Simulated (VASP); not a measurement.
Input of a VASP 6.6.1 run:

The input INCAR:

```
SYSTEM = NbTe
  PREC = Accurate
  ENCUT = 450
  EDIFF = 1E-6
  ISMEAR = 0
  SIGMA = 0.02
  LREAL = .FALSE.
  LASPH = .TRUE.
  NELM = 100
  ALGO = Normal
  ISIF = 2
  LWAVE = .FALSE.
  LCHARG = .FALSE.
  GGA = PE
  NBANDS = 16
```

The input KPOINTS:

```
regular mesh
0
G
  4 4 4
  0 0 0
```

File POSCAR:

```
NbTe
1.0
    3.7029743866      0.0000000000      0.0000000000
   -1.8514871933      3.2068698884      0.0000000000
    0.0000000000      0.0000000000      3.6942110000
Te Nb
1 1
Direct
    0.6666666667      0.3333333333      0.0000000000
    0.0000000000      0.0000000000      0.5000000000
```

Potentials or basis: VASP PAW PBE potentials, release 64 (Te_GW, Nb_sv_GW).

The run is started by

```bash
$ cat potpaw_PBE.64/Te_GW/POTCAR potpaw_PBE.64/Nb_sv_GW/POTCAR > POTCAR
$ mpirun -np 1 vasp_std > vasp.out
```

Q: What does it give for the band gap on the k mesh?

A: None (metal or under the smearing width).

Q: Predict the pressure.

A: -1.3 GPa.

Stress tensor (GPa, compression positive):
```
-0.25  0.00  0.00
 0.00 -0.25  0.00
 0.00  0.00 -3.52
```

Caveat: the k mesh is coarse (spacing up to 0.49 Å⁻¹), so the values aren't converged. Spin-orbit coupling is left out, which matters for the levels of Te.
